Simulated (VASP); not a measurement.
A convergence study with VASP on LiH (rock salt): one setting is varied, all else stays as given below, so the limit is that of these other settings.

```yaml
crystal:
  lattice:
    - [0.00000, 2.04000, 2.04000]
    - [2.04000, 0.00000, 2.04000]
    - [2.04000, 2.04000, 0.00000]
  atoms:
    - { symbol: Li, position: [0.00000, 0.00000, 0.00000] }
    - { symbol: H, position: [0.50000, 0.50000, 0.50000] }
```

The numbers are results of PBE GGA, VASP's PBE PAW potentials (set 64) (plane waves; VASP 6.6.1), not measurements. The tightest run used: 700 eV cut-off, 20×20×20 Γ-centred mesh, tetrahedra with Blöchl corrections, potentials Li_sv H.

Gaps are read on the run's mesh, which can miss a band edge.

```csv
setting,E (eV/atom),pressure (GPa),gap on the mesh (eV),irreducible k-points
3×3×3 mesh,-3.0779,-2.36,6.005,4
4×4×4 mesh,-3.0545,-1.72,3.006,8
5×5×5 mesh,-3.0610,-2.01,3.986,10
```

These are the cheaper rows. Estimate the results at 20×20×20 mesh, and how far the last row shown lies from them.

| quantity | tightest run | last row shown is off by |
|---|---|---|
| E (eV/atom) | -3.0608 | -0.0002 |
| pressure (GPa) | -2.02 | 0.00 |
| gap on the mesh (eV) | 3.017 | 0.968 |

Left out are rungs that failed or repeat a setting and relaxations that didn't move; long series are thinned to 24 rows.

The compound is LiH in the rock salt structure. The cell was not relaxed at this level.
